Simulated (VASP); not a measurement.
Level of theory: PBE GGA, VASP's PBE PAW potentials (set 64) (plane waves; VASP).

The input files of a VASP run:

**KPOINTS**
```
K-points
0
Gamma
12 12 12
```

**POSCAR**
```
SrO
1
    0.0000000000     2.5800000000     2.5800000000
    2.5800000000     0.0000000000     2.5800000000
    2.5800000000     2.5800000000     0.0000000000
Sr O
1 1
Direct
  0.0000000000   0.0000000000   0.0000000000
  0.5000000000   0.5000000000   0.5000000000
```

### INCAR
```
SYSTEM = SrO
PREC = Accurate; ENCUT = 520; LREAL = .FALSE.
LASPH = .TRUE.
EDIFF = 1E-6; NELM = 100; ALGO = Normal
LMAXMIX = 4
ISMEAR = 0; SIGMA = 0.05
GGA = PE
ISIF = 2
LWAVE = .FALSE.; LCHARG = .FALSE.
```

POTCAR, in this order: Sr_sv O (PBE.64 set). Program: vasp_std.

What VASP printed:

File OUTCAR:
```
 ion  position               nearest neighbor table
   1  0.000  0.000  0.000-   2 2.58   2 2.58   2 2.58   2 2.58   2 2.58   2 2.58
   2  0.500  0.500  0.500-   1 2.58   1 2.58   1 2.58   1 2.58   1 2.58   1 2.58
  LATTYP: Found a face centered cubic cell.
 ALAT       =     5.1600000000
 Subroutine PRICEL returns:
 Original cell was already a primitive cell.
 Subroutine GETGRP returns: Found 48 space group operations
The static configuration has the point symmetry O_h .
The dynamic configuration has the point symmetry O_h .
 Subroutine INISYM returns: Found 48 space group operations
 Subroutine IBZKPT returns following result:
 Found     72 irreducible k-points:

 Following reciprocal coordinates:
            Coordinates               Weight
  0.000000  0.000000  0.000000      1.000000
  0.083333  0.000000  0.000000      8.000000
  0.166667  0.000000  0.000000      8.000000
  0.250000  0.000000  0.000000      8.000000
  0.333333  0.000000  0.000000      8.000000
  0.416667  0.000000  0.000000      8.000000
  0.500000  0.000000  0.000000      4.000000
  0.083333  0.083333  0.000000      6.000000
  0.166667  0.083333  0.000000     24.000000
  0.250000  0.083333  0.000000     24.000000
  0.333333  0.083333  0.000000     24.000000
  0.416667  0.083333  0.000000     24.000000
  0.500000  0.083333  0.000000     24.000000
 -0.416667  0.083333  0.000000     24.000000
 -0.333333  0.083333  0.000000     24.000000
 -0.250000  0.083333  0.000000     24.000000
 -0.166667  0.083333  0.000000     24.000000
 -0.083333  0.083333  0.000000     12.000000
  0.166667  0.166667  0.000000      6.000000
  0.250000  0.166667  0.000000     24.000000
  0.333333  0.166667  0.000000     24.000000
  0.416667  0.166667  0.000000     24.000000
  0.500000  0.166667  0.000000     24.000000
 -0.416667  0.166667  0.000000     24.000000
...
```

OSZICAR:
```
       N       E                     dE             d eps       ncg     rms          rms(c)
DAV:   1     0.769431202720E+02    0.76943E+02   -0.88045E+03  1728   0.131E+03
DAV:   2    -0.108024438814E+02   -0.87746E+02   -0.79486E+02  2368   0.250E+02
DAV:   3    -0.141599026792E+02   -0.33575E+01   -0.33348E+01  2256   0.484E+01
DAV:   4    -0.142468448931E+02   -0.86942E-01   -0.86917E-01  2332   0.720E+00
DAV:   5    -0.142491354602E+02   -0.22906E-02   -0.22905E-02  2288   0.830E-01    0.165E+01
DAV:   6    -0.121654958552E+02    0.20836E+01   -0.10499E+01  2024   0.243E+01    0.197E+01
DAV:   7    -0.120543527171E+02    0.11114E+00   -0.59450E-01  2160   0.684E+00    0.113E+01
DAV:   8    -0.120467750213E+02    0.75777E-02   -0.13776E-01  1864   0.413E+00    0.829E-01
DAV:   9    -0.120472158172E+02   -0.44080E-03   -0.13679E-02  2372   0.995E-01    0.213E-01
DAV:  10    -0.120478654781E+02   -0.64966E-03   -0.11664E-03  1840   0.353E-01    0.556E-02
DAV:  11    -0.120479890454E+02   -0.12357E-03   -0.21362E-04  2064   0.127E-01    0.467E-02
DAV:  12    -0.120480012425E+02   -0.12197E-04   -0.25278E-05  1940   0.512E-02    0.215E-02
DAV:  13    -0.120480008970E+02    0.34543E-06   -0.42185E-06  2132   0.230E-02
   1 F= -.12048001E+02 E0= -.12048001E+02  d E =-.298276E-20
```

OUTCAR:
```
------------------------ aborting loop because EDIFF is reached ----------------------------------------
  FORCE on cell =-STRESS in cart. coord.  units (eV):
  Direction    XX          YY          ZZ          XY          YZ          ZX
  --------------------------------------------------------------------------------------
  Total        0.5039493      0.5039493      0.5039493     -0.0000000      0.0000000     -0.0000000
  in kB       23.5076021     23.5076021     23.5076021     -0.0000000      0.0000000     -0.0000000
  external PRESSURE =      23.5076021 kB  Pullay stress =       0.0000000 kB
  volume of cell :       34.35
      direct lattice vectors                 reciprocal lattice vectors
     0.000000000  2.580000000  2.580000000    -0.193798450  0.193798450  0.193798450
     2.580000000  0.000000000  2.580000000     0.193798450 -0.193798450  0.193798450
     2.580000000  2.580000000  0.000000000     0.193798450  0.193798450 -0.193798450
  FREE ENERGIE OF THE ION-ELECTRON SYSTEM (eV)
  ---------------------------------------------------
  free  energy   TOTEN  =       -12.0480008970 eV

  energy  without entropy=      -12.0480008970  energy(sigma->0) =      -12.04800090
```
(Selected blocks of OUTCAR.)

The compound is SrO in the rock salt structure. The cell was not relaxed at this level. The run is one of a series of settings (KPOINTS 12×12×12 Γ-centred mesh against the base run), some of them coarse on purpose.
